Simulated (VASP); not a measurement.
Output of a VASP run:

### OSZICAR
```
       N       E                     dE             d eps       ncg     rms          rms(c)
DAV:   1    -0.238935228532E+01   -0.23894E+01   -0.91709E+02  1290   0.264E+02
DAV:   2    -0.345078011729E+01   -0.10614E+01   -0.10053E+01  1675   0.260E+01
DAV:   3    -0.345527267720E+01   -0.44926E-02   -0.44817E-02  1420   0.145E+00
DAV:   4    -0.345527500891E+01   -0.23317E-05   -0.23320E-05  1755   0.362E-02
DAV:   5    -0.345527501000E+01   -0.10935E-08   -0.90332E-09  1440   0.396E-04    0.583E-01
DAV:   6    -0.325800411219E+01    0.19727E+00   -0.60629E-02  1385   0.174E+00    0.352E-01
DAV:   7    -0.327758846616E+01   -0.19584E-01   -0.11391E-02  1325   0.753E-01    0.240E-01
DAV:   8    -0.326650872646E+01    0.11080E-01   -0.82632E-03  1365   0.671E-01    0.745E-02
DAV:   9    -0.327749706615E+01   -0.10988E-01   -0.51041E-03  1345   0.495E-01    0.970E-03
DAV:  10    -0.327756862904E+01   -0.71563E-04   -0.54278E-05  1665   0.665E-02    0.489E-03
DAV:  11    -0.327751680358E+01    0.51825E-04   -0.34306E-05  1435   0.397E-02    0.121E-03
DAV:  12    -0.327751756018E+01   -0.75659E-06   -0.32671E-07  1275   0.581E-03
   1 F= -.32775176E+01 E0= -.32773806E+01  d E =-.327752E+01
```

**OUTCAR**
```
------------------------ aborting loop because EDIFF is reached ----------------------------------------
  FORCE on cell =-STRESS in cart. coord.  units (eV):
  Direction    XX          YY          ZZ          XY          YZ          ZX
  --------------------------------------------------------------------------------------
  Total       -0.0019305     -0.0019305     -0.0019305     -0.0000000      0.0000000     -0.0000000
  in kB       -0.3017766     -0.3017766     -0.3017766     -0.0000000      0.0000000     -0.0000000
  external PRESSURE =      -0.3017766 kB  Pullay stress =       0.0000000 kB
  volume of cell :       10.25
      direct lattice vectors                 reciprocal lattice vectors
     2.172193797  0.000000000  0.000000000     0.460364081  0.000000000  0.000000000
     0.000000000  2.172193797  0.000000000     0.000000000  0.460364081  0.000000000
     0.000000000  0.000000000  2.172193797     0.000000000  0.000000000  0.460364081
 POSITION                                       TOTAL-FORCE (eV/Angst)
 -----------------------------------------------------------------------------------
      0.00000      0.00000      0.00000         0.000000      0.000000      0.000000
 -----------------------------------------------------------------------------------
    total drift:                               -0.000000     -0.000000      0.000000
  FREE ENERGIE OF THE ION-ELECTRON SYSTEM (eV)
  ---------------------------------------------------
  free  energy   TOTEN  =        -3.2775175602 eV

  energy  without entropy=       -3.2771067873  energy(sigma->0) =       -3.27738064

 reached required accuracy - stopping structural energy minimisation
```
(Selected blocks of OUTCAR.)

**POSCAR**
```
Be
1
    2.1721937969     0.0000000000     0.0000000000
   -0.0000000000     2.1721937969     0.0000000000
   -0.0000000000     0.0000000000     2.1721937969
Be
1
Direct
  0.0000000000   0.0000000000   0.0000000000
```

Question: Write an INCAR and KPOINTS that could have produced this output.

Answer: One answer among several that fit: the input of the run itself, r2SCAN meta-GGA, plane waves, VASP's PBE PAW potentials (set 64).

### INCAR
```
# general
SYSTEM  = Be
PREC    = Accurate
ENCUT   = 400
LREAL   = .FALSE.
LASPH   = .TRUE.

# electronic loop
EDIFF   = 1E-6
NELM    = 100
ALGO    = Normal
LMIXTAU = .TRUE.

# smearing
ISMEAR  = 1
SIGMA   = 0.1

# functional
METAGGA = R2SCAN

# ions
IBRION  = 2
NSW     = 60
ISIF    = 3
EDIFFG  = -0.01

# output
LWAVE   = .FALSE.
LCHARG  = .FALSE.
```

**KPOINTS**
```
Automatic mesh
0
Gamma
15 15 15
0 0 0
```

POTCAR, in this order: Be (PBE.64 set). Program: vasp_std.

The structure was generated: Be was put into the simple-cubic type (Pm-3m), which need not be its known phase. It was relaxed first, which changed the volume by +12 %. The start is the result of an earlier pass.
